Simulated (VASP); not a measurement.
PtAl2 (fluorite) is relaxed at rising pressure, each step from the one before. Symmetry mostly holds the structure type, and other phases were not tried. The mesh follows the cell, and a change of mesh leaves a small step in the series.

```cif
data_Al8Pt4
_chemical_formula_sum 'Al8 Pt4'
_space_group_name_H-M_alt 'Fm-3m'
_space_group_IT_number 225
_space_group_name_Hall '-F 4 2 3'
_cell_length_a 5.94279
_cell_length_b 5.94279
_cell_length_c 5.94279
_cell_angle_alpha 90.000
_cell_angle_beta 90.000
_cell_angle_gamma 90.000
loop_
_atom_site_label
_atom_site_type_symbol
_atom_site_symmetry_multiplicity
_atom_site_Wyckoff_symbol
_atom_site_fract_x
_atom_site_fract_y
_atom_site_fract_z
_atom_site_occupancy
Al1 Al 8 c 0.25000 0.25000 0.25000 1
Pt1 Pt 4 a 0.00000 0.00000 0.00000 1
```
(The calculation used a cell of 3 atoms; values per cell refer to that cell.)

The numbers are results of PBE GGA, VASP's PBE PAW potentials (set 64) (plane waves; VASP), not measurements. Run with 500 eV cut-off, 9×9×9 Γ-centred mesh, first-order Methfessel-Paxton smearing of 0.10 eV, potentials Al Pt.

Unless said otherwise, spin-orbit coupling is left out, though it shifts the bands of the heavy elements here.

```
P (GPa)  V (Å³/atom)  H − H(0) (eV/atom)  space group  gap on the mesh (eV)    k-mesh
-------  -----------  ------------------  -----------  --------------------  --------
0              17.49               0.000        Fm-3m                  0.00     9×9×9
5              16.88               0.536        Fm-3m                  0.00     9×9×9
10             16.38               1.055        Fm-3m                  0.00     9×9×9
20             15.55               2.050        Fm-3m                  0.00     9×9×9
30             14.89               2.999        Fm-3m                  0.00     9×9×9
45             14.11               4.357        Fm-3m                  0.00  10×10×10
```

Pressures at which the relaxation failed are left out.

The compound is PtAl2 in the fluorite structure.
